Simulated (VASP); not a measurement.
# Lattice of Au (Gold), functional by functional, part 2 of 2

How much does the relaxed cell of Au (Gold) depend on the functional? The starting structure is a measured crystal structure from the Crystallography Open Database. The first relaxation on each setting starts from this cell expanded by 3 % in volume.

VASP 6.6.1.

Results so far: PBEsol 17.01 Å³ an atom; LDA 16.64 Å³ an atom; PBE 17.96 Å³ an atom; PBEsol + D3(BJ) 16.45 Å³ an atom.

**6. Relaxation with r2SCAN**

Level of this step: r2SCAN; plane waves and PAW (Au) (VASP).

r2SCAN adds the kinetic-energy density, costs more than a GGA and is run with LASPH.

File INCAR:

```
SYSTEM = Au
PREC = Accurate
ENCUT = 450
EDIFF = 1E-06
NELM = 100
ISMEAR = 1
SIGMA = 0.15
LREAL = .FALSE.
ALGO = Normal
METAGGA = R2SCAN
LASPH = .TRUE.
NBANDS = 11
LORBIT = 11
LWAVE = .FALSE.
LCHARG = .FALSE.
KPAR = 4
IBRION = 2
NSW = 50
ISIF = 3
EDIFFG = -0.004
```

File POSCAR:

```
Au
1.0
    0.0000000000      2.0593156695      2.0593156695
    2.0593156695      0.0000000000      2.0593156695
    2.0593156695      2.0593156695      0.0000000000
Au
1
Direct
    0.0000000000      0.0000000000      0.0000000000
```

File KPOINTS:

```
Automatic mesh
0
Gamma
18 18 18
0 0 0
```

The projector-augmented-wave data sets are Au (PBE family, release 64).

Run with:

```
$ mpirun -np 4 vasp_std
```

The log of the run:

```text
[banner, memory and clock lines left out]
running    4 mpi-ranks, on    1 nodes
[...]
[... a notice as in an earlier step ...]

 LDA part: xc-table for (None), standard interpolation
 POSCAR, INCAR and KPOINTS ok, starting setup
[...]
entering main loop
       N       E                     dE             d eps       ncg     rms          rms(c)
DAV:   1    -0.687177774255E+01   -0.68718E+01   -0.52656E+03  4538   0.803E+02
DAV:   2    -0.539955246155E+02   -0.47124E+02   -0.44524E+02  4907   0.184E+02
DAV:   3    -0.545816458658E+02   -0.58612E+00   -0.58547E+00  4941   0.200E+01
DAV:   4    -0.545840626707E+02   -0.24168E-02   -0.24167E-02  4824   0.147E+00
[...]
DAV:  10    -0.505970818838E+02   -0.11514E-03   -0.47890E-04  4695   0.213E-01    0.488E-02
DAV:  11    -0.505970359520E+02    0.45932E-04   -0.17945E-04  4677   0.116E-01    0.511E-03
DAV:  12    -0.505970362379E+02   -0.28588E-06   -0.11333E-06  4724   0.109E-02
   1 F= -.50597036E+02 E0= -.50597090E+02  d E =-.505970E+02
[...]
DAV:   6    -0.505964079523E+02   -0.20322E-05   -0.91523E-07  4227   0.895E-03    0.313E-03
DAV:   7    -0.505964091211E+02   -0.11688E-05   -0.21139E-07  2349   0.417E-03    0.477E-04
DAV:   8    -0.505964091362E+02   -0.15057E-07   -0.98611E-09  2262   0.112E-03
   2 F= -.50596409E+02 E0= -.50596501E+02  d E =0.627102E-03
 trial-energy change:    0.000627  1 .order    0.000514   -0.001951    0.002979
 step:   0.3639(harm=  0.3957)  dis= 0.00000  next Energy=   -50.597386 (dE=-0.349E-03)
[...]
N       E                     dE             d eps       ncg     rms          rms(c)
DAV:   1    -0.506109983570E+02   -0.14589E-01   -0.26306E-01  4503   0.503E+00    0.702E-01
DAV:   2    -0.505976272891E+02    0.13371E-01   -0.44716E-02  4479   0.168E+00    0.252E-01
DAV:   3    -0.505973542919E+02    0.27300E-03   -0.16365E-03  4713   0.363E-01    0.210E-01
DAV:   4    -0.505973832030E+02   -0.28911E-04   -0.31785E-04  4608   0.114E-01    0.294E-02
DAV:   5    -0.505973631512E+02    0.20052E-04   -0.75436E-05  4755   0.705E-02    0.314E-03
DAV:   6    -0.505973628153E+02    0.33590E-06   -0.49321E-07  2481   0.652E-03
   3 F= -.50597363E+02 E0= -.50597432E+02  d E =-.326577E-03
[...]
reached required accuracy - stopping structural energy minimisation
```

Wall time 28 s (4 MPI ranks of Intel Xeon 6975P-C (Granite Rapids), shared host); peak memory 0.59 GiB; 1.8 min of CPU time.

Parts of OUTCAR (step 6):

```text
  Total        0.0026808      0.0026808      0.0026808     -0.0000000     -0.0000000      0.0000000
  in kB        0.2444088      0.2444088      0.2444088     -0.0000000     -0.0000000      0.0000000
  external PRESSURE =       0.2444088 kB  Pullay stress =       0.0000000 kB

 POSITION                                       TOTAL-FORCE (eV/Angst)
 -----------------------------------------------------------------------------------
      0.00000      0.00000     -0.00000         0.000000     -0.000000     -0.000000
 -----------------------------------------------------------------------------------
    total drift:                                0.000000     -0.000000      0.000000

  FREE ENERGIE OF THE ION-ELECTRON SYSTEM (eV)
  ---------------------------------------------------
  free  energy   TOTEN  =       -50.5973628153 eV

  energy  without entropy=      -50.5975701345  energy(sigma->0) =      -50.59743192

[... 2 parts as in an earlier step ...]

[... 2 further parts left out ...]
[key lines of the parts left out:]
E-fermi :   8.7751
```

With r2SCAN the relaxed cell holds 17.573 Å³ an atom, +3.63 % against the measured cell, with a = 4.127 Å. That is +3.30 % from PBEsol. Pressures at 0.985 and 1.015 times this volume, from two more relaxations that aren't shown, give a bulk modulus of 158.1 GPa.

**7. Relaxation with r2SCAN + rVV10**

rVV10 adds a nonlocal correlation energy for dispersion.

INCAR, as its differences from that of step 6:

```diff
@@ -10,2 +10,6 @@
 METAGGA = R2SCAN
+LUSE_VDW = .TRUE.
+IVDW_NL = 2
+BPARAM = 11.95
+CPARAM = 0.0093
 LASPH = .TRUE.
```

POSCAR is that of step 6.

KPOINTS is that of step 6.

Run with:

```
$ mpirun -np 4 vasp_std
```

The log of the run:

```text
[banner, memory and clock lines left out]
running    4 mpi-ranks, on    1 nodes
[...]
|                                                                             |
|               ----> ADVICE to this user running VASP <----                  |
|                                                                             |
|     You have switched on vdW-DFT.                                           |
|     This routine was written and supplied by Jiri Klimes. We recommend      |
|     that you carefully read and cite the following publications:            |
|       J. Klimes, D.R. Bowler, A. Michelides                                 |
|          J. Phys.: Cond Matt. 22 022201 (2010)                              |
|       J. Klimes, D.R. Bowler, A. Michelides                                 |
|          Phys. Rev. B. 83, 195131 (2011)                                    |
|     and references therein.                                                 |
|                                                                             |

[...]
DAV:   4    -0.503878972961E+02    0.60441E-05   -0.15268E-04  4629   0.797E-02    0.197E-02
Total rVV10 correction in eV:      0.2079820    12.8948560
Total rVV10 correction in eV:      0.2079820    12.8948560
Total rVV10 correction in eV:      0.2079820    12.8948560
Total rVV10 correction in eV:      0.2079820    12.8948560
DAV:   5    -0.503878902098E+02    0.70863E-05   -0.33792E-05  4776   0.476E-02    0.228E-03
Total rVV10 correction in eV:      0.2079785    12.8948560
Total rVV10 correction in eV:      0.2079785    12.8948560
Total rVV10 correction in eV:      0.2079785    12.8948560
Total rVV10 correction in eV:      0.2079785    12.8948560
DAV:   6    -0.503878909664E+02   -0.75660E-06   -0.21248E-07  2337   0.436E-03
Total rVV10 correction in eV:      0.2079732    12.8948560
Total rVV10 correction in eV:      0.2079732    12.8948560
Total rVV10 correction in eV:      0.2079732    12.8948560
Total rVV10 correction in eV:      0.2079732    12.8948560
Total rVV10 correction in eV:      0.2079742    12.8948560
Total rVV10 correction in eV:      0.2079742    12.8948560
Total rVV10 correction in eV:      0.2079742    12.8948560
Total rVV10 correction in eV:      0.2079742    12.8948560
   3 F= -.50387891E+02 E0= -.50387922E+02  d E =-.287222E-03
[...]
reached required accuracy - stopping structural energy minimisation
```

Elapsed: 40 s, on 4 MPI ranks; peak memory 0.8 GiB; 2.6 min of CPU time.

From OUTCAR (step 7):

```text
  Total        0.0033752      0.0033752      0.0033752      0.0000000     -0.0000000      0.0000000
  in kB        0.3114056      0.3114056      0.3114056      0.0000000     -0.0000000      0.0000000
  external PRESSURE =       0.3114056 kB  Pullay stress =       0.0000000 kB

 POSITION                                       TOTAL-FORCE (eV/Angst)
 -----------------------------------------------------------------------------------
      0.00000      0.00000      0.00000        -0.000000      0.000000     -0.000000
 -----------------------------------------------------------------------------------
    total drift:                                0.000000     -0.000000      0.000000

  FREE ENERGIE OF THE ION-ELECTRON SYSTEM (eV)
  ---------------------------------------------------
  free  energy   TOTEN  =       -50.3878909664 eV

  energy  without entropy=      -50.3879854531  energy(sigma->0) =      -50.38792246

[... 2 parts as in an earlier step ...]

[... 2 further parts left out ...]
[key lines of the parts left out:]
E-fermi :   8.9580
```

With r2SCAN + rVV10 the relaxed cell holds 17.365 Å³ an atom, +2.41 % against the measured cell, with a = 4.111 Å. That is +2.08 % from PBEsol. Pressures at 0.985 and 1.015 times this volume, from two more relaxations that aren't shown, give a bulk modulus of 167.7 GPa.

**8. Relaxation with vdW-DF-cx**

vdW-DF-cx takes its exchange from the same plasmon model as its correlation.

INCAR, as its differences from that of step 7:

```diff
@@ -9,7 +9,5 @@
 ALGO = Normal
-METAGGA = R2SCAN
+GGA = CX
+AGGAC = 0
 LUSE_VDW = .TRUE.
-IVDW_NL = 2
-BPARAM = 11.95
-CPARAM = 0.0093
 LASPH = .TRUE.
```

POSCAR is that of step 7.

KPOINTS is that of step 7.

Run with:

```
$ mpirun -np 4 vasp_std
```

The log of the run:

```text
[banner, memory and clock lines left out]
running    4 mpi-ranks, on    1 nodes
[...]
[... a notice as in an earlier step ...]

 [... a notice as in an earlier step ...]

 LDA part: xc-table for (Slater+PW92), standard interpolation
 POSCAR, INCAR and KPOINTS ok, starting setup
[...]
entering main loop
       N       E                     dE             d eps       ncg     rms          rms(c)
DAV:   1     0.442810025730E+02    0.44281E+02   -0.51612E+03  4642   0.780E+02
DAV:   2    -0.668239589310E+00   -0.44949E+02   -0.42542E+02  4895   0.177E+02
DAV:   3    -0.120960149256E+01   -0.54136E+00   -0.54076E+00  4911   0.189E+01
DAV:   4    -0.121137612417E+01   -0.17746E-02   -0.17746E-02  4803   0.126E+00
[...]
DAV:   9    -0.905094872167E+00    0.71641E-05   -0.74287E-06  4857   0.245E-02    0.121E-02
DAV:  10    -0.905099133509E+00   -0.42613E-05   -0.22644E-06  4715   0.153E-02    0.145E-03
DAV:  11    -0.905099146997E+00   -0.13488E-07   -0.46512E-08  2499   0.182E-03
[...]
DAV:   6    -0.900811816786E+00   -0.49601E-05   -0.11467E-06  4750   0.810E-03    0.119E-03
DAV:   7    -0.900812116383E+00   -0.29960E-06   -0.83150E-08  2445   0.256E-03
   2 F= -.90081212E+00 E0= -.90080609E+00  d E =0.428703E-02
 trial-energy change:    0.004287  1 .order    0.004755   -0.013099    0.022609
 step:   0.3855(harm=  0.3668)  dis= 0.00000  next Energy=    -0.907651 (dE=-0.255E-02)
[...]
N       E                     dE             d eps       ncg     rms          rms(c)
DAV:   1    -0.996277728170E+00   -0.95466E-01   -0.16587E+00  4473   0.127E+01    0.178E+00
DAV:   2    -0.911718133196E+00    0.84560E-01   -0.25121E-01  4410   0.423E+00    0.811E-01
DAV:   3    -0.907706583361E+00    0.40115E-02   -0.16721E-02  4794   0.106E+00    0.584E-01
DAV:   4    -0.907669225913E+00    0.37357E-04   -0.54593E-04  4521   0.177E-01    0.380E-02
DAV:   5    -0.907674997051E+00   -0.57711E-05   -0.22172E-05  5063   0.326E-02    0.292E-03
DAV:   6    -0.907676068822E+00   -0.10718E-05   -0.85088E-07  4444   0.772E-03    0.546E-04
DAV:   7    -0.907676076400E+00   -0.75777E-08   -0.15753E-08  2310   0.116E-03
   3 F= -.90767608E+00 E0= -.90768959E+00  d E =-.257693E-02
[...]
reached required accuracy - stopping structural energy minimisation
```

Elapsed: 22 s, on 4 MPI ranks; peak memory 1 GiB; 86 s of CPU time.

Parts of OUTCAR (step 8):

```text
  Total       -0.0018248     -0.0018248     -0.0018248     -0.0000000      0.0000000     -0.0000000
  in kB       -0.1702303     -0.1702303     -0.1702303     -0.0000000      0.0000000     -0.0000000
  external PRESSURE =      -0.1702303 kB  Pullay stress =       0.0000000 kB

 POSITION                                       TOTAL-FORCE (eV/Angst)
 -----------------------------------------------------------------------------------
      0.00000      0.00000      0.00000         0.000000     -0.000000      0.000000
 -----------------------------------------------------------------------------------
    total drift:                                0.000000      0.000000      0.000000

  FREE ENERGIE OF THE ION-ELECTRON SYSTEM (eV)
  ---------------------------------------------------
  free  energy   TOTEN  =        -0.9076760764 eV

  energy  without entropy=       -0.9077166053  energy(sigma->0) =       -0.90768959

[... 2 parts as in an earlier step ...]

[... 2 further parts left out ...]
[key lines of the parts left out:]
E-fermi :   9.1589
```

With vdW-DF-cx the relaxed cell holds 17.175 Å³ an atom, +1.28 % against the measured cell, with a = 4.096 Å. That is +0.96 % from PBEsol. Pressures at 0.985 and 1.015 times this volume, from two more relaxations that aren't shown, give a bulk modulus of 171.9 GPa.

**9. Relaxation with AM05**

AM05 is built from the electron gas and the surface model, and does well on lattice constants. This run starts from the cell of an earlier relaxation, which isn't shown; the restart sets up the plane waves anew.

INCAR, as its differences from that of step 8:

```diff
@@ -9,6 +9,3 @@
 ALGO = Normal
-GGA = CX
-AGGAC = 0
-LUSE_VDW = .TRUE.
-LASPH = .TRUE.
+GGA = AM
 NBANDS = 11
```

File POSCAR:

```
Au
1.0
    0.0000000000      2.0385029879      2.0385029879
    2.0385029879      0.0000000000      2.0385029879
    2.0385029879      2.0385029879      0.0000000000
Au
1
Direct
    0.0000000000      0.0000000000      0.0000000000
```

KPOINTS is that of step 8.

Run with:

```
$ mpirun -np 4 vasp_std
```

The log of the run:

```text
[... set-up lines as in an earlier step ...]
 entering main loop
       N       E                     dE             d eps       ncg     rms          rms(c)
DAV:   1     0.413563014471E+02    0.41356E+02   -0.51881E+03  4658   0.787E+02
DAV:   2    -0.336732649201E+01   -0.44724E+02   -0.42031E+02  4830   0.177E+02
DAV:   3    -0.389823382954E+01   -0.53091E+00   -0.53059E+00  4911   0.187E+01
DAV:   4    -0.389988833392E+01   -0.16545E-02   -0.16545E-02  4800   0.123E+00
[...]
DAV:   9    -0.359719527119E+01    0.37268E-05   -0.83555E-06  4860   0.279E-02    0.119E-02
DAV:  10    -0.359719932018E+01   -0.40490E-05   -0.16694E-06  4710   0.127E-02    0.889E-04
DAV:  11    -0.359719944458E+01   -0.12440E-06   -0.58172E-08  2481   0.206E-03
   1 F= -.35971994E+01 E0= -.35972006E+01  d E =-.359720E+01
[...]
reached required accuracy - stopping structural energy minimisation
```

Elapsed: 3.4 s, on 4 MPI ranks; peak memory 0.55 GiB; 11 s of CPU time.

Parts of OUTCAR (step 9):

```text
  Total       -0.0013943     -0.0013943     -0.0013943      0.0000000      0.0000000      0.0000000
  in kB       -0.1318572     -0.1318572     -0.1318572      0.0000000      0.0000000      0.0000000
  external PRESSURE =      -0.1318572 kB  Pullay stress =       0.0000000 kB

 POSITION                                       TOTAL-FORCE (eV/Angst)
 -----------------------------------------------------------------------------------
      0.00000      0.00000      0.00000        -0.000000     -0.000000      0.000000
 -----------------------------------------------------------------------------------
    total drift:                                0.000000      0.000000      0.000000

  FREE ENERGIE OF THE ION-ELECTRON SYSTEM (eV)
  ---------------------------------------------------
  free  energy   TOTEN  =        -3.5971994446 eV

  energy  without entropy=       -3.5972029301  energy(sigma->0) =       -3.59720061

[... 2 parts as in an earlier step ...]

[... 2 further parts left out ...]
[key lines of the parts left out:]
E-fermi :   9.3443
```

With AM05 the relaxed cell holds 16.942 Å³ an atom, -0.09 % against the measured cell, with a = 4.077 Å. That is -0.41 % from PBEsol. Pressures at 0.985 and 1.015 times this volume, from two more relaxations that aren't shown, give a bulk modulus of 172.7 GPa.

**10. The runs compared**

```
          level  volume (Å³/atom)  against the measured cell (%)   a (Å)  bulk modulus (GPa)  pressure left (GPa)  core minutes
         PBEsol            17.012                           0.32  4.0826               175.3                -0.04         0.547
            LDA            16.639                          -1.88  4.0525               191.9                 0.04         0.853
            PBE             17.96                           5.91  4.1571               141.7                -0.02         0.413
PBEsol + D3(BJ)            16.446                          -3.02  4.0368               198.9                  0.0          1.07
         r2SCAN            17.573                           3.63   4.127               158.1                 0.02          1.87
 r2SCAN + rVV10            17.365                           2.41  4.1107               167.7                 0.03          2.67
      vdW-DF-cx            17.175                           1.28  4.0956               171.9                -0.02          1.47
           AM05            16.942                          -0.09   4.077               172.7                -0.01         0.827
```

Core minutes are wall time times ranks, summed over the relaxations behind a row (those for a bulk modulus apart), on shared hosts.

**11. What came out**

| Property | Result |
| --- | --- |
| volume, PBEsol | 17.01 Å³/atom |
| volume, LDA | 16.64 Å³/atom |
| volume, PBE | 17.96 Å³/atom |
| volume, PBEsol + D3(BJ) | 16.45 Å³/atom |
| volume, r2SCAN | 17.57 Å³/atom |
| volume, r2SCAN + rVV10 | 17.37 Å³/atom |
| volume, vdW-DF-cx | 17.17 Å³/atom |
| volume, AM05 | 16.94 Å³/atom |

**Reading.** Across 8 levels the volume of Au (Gold) spans 9.2 %, from 16.45 Å³ an atom (PBEsol + D3(BJ)) to 17.96 Å³ (PBE). Against the measured volume of the starting structure, AM05 comes nearest (-0.1 %) and PBE lies farthest (+5.9 %). The measured cell holds zero-point expansion and, unless it was taken cold, thermal expansion, which the runs lack, so small differences decide nothing. Adding D3(BJ) to PBEsol changes the volume by -3.3 %. Adding rVV10 to r2SCAN changes the volume by -1.2 %. The bulk modulus goes from 141.7 GPa (PBE) to 198.9 GPa (PBEsol + D3(BJ)). LASPH is on in some of these runs and off in others, which adds a little to the differences. Spin-orbit coupling is left out of all runs, which can matter with elements this heavy. All runs keep the symmetry of the start, so they can't find a distortion of lower symmetry. Further runs on this material are not shown.

[Lines on the potential files, build, host, timing and source positions are cut from VASP's logs without a mark.]

[Logs are printed without paths, hosts, clocks, repeated set-up lines and the standing remarks that a program may print on its own settings, such as how far it seeks lower states.]

[Hosts, paths, dates, database ids (printed as entryN), source tags and the programs' standing remarks are cut or masked in the printed files.]
